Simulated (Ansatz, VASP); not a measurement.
## ZrAsO: VASP beside Ansatz

```xyz
6
Lattice="3.4630 0.0000 0.0000 0.0000 3.4630 0.0000 0.0000 0.0000 6.6477" Properties=species:S:1:pos:R:3 pbc="T T T"
Zr    0.0000    1.7315    1.2302
Zr    1.7315    0.0000    5.4176
As    0.0000    1.7315    4.0268
As    1.7315    0.0000    2.6209
O     0.0000    0.0000    0.0000
O     1.7315    1.7315    0.0000
```

Alike in both runs: functional r2SCAN; k mesh 8 × 8 × 5; no spin polarisation.

Ansatz relaxed the structure, and its values are those at the end. VASP's run is a single point on that final structure, the one shown.

```csv
,VASP,Ansatz
version,VASP 6.6.1,Ansatz 0.2.0
potentials or method,"VASP PAW PBE potentials, release 64 (Zr_sv, As, O)",PAW plane waves
plane-wave cutoff (eV),520,500
occupations,"fermi-dirac, width 0.1 eV",fermi-dirac
valence electrons in the cell,46,66
```

```csv
,VASP,Ansatz,Ansatz less VASP
pressure (GPa),22.3,22.0,-0.32
rms of the force components (eV/Å),0.017,0.000,-0.0171
```

The two sets of potentials don't hold the same shells in valence. Ansatz warned: «stress_scf_threshold_loose».

Caveats: so large a pressure means that the cell lies far from this level's equilibrium, or that cutoff or potentials fall short (VASP); the potentials were made for another functional, which shifts forces and pressure (VASP).
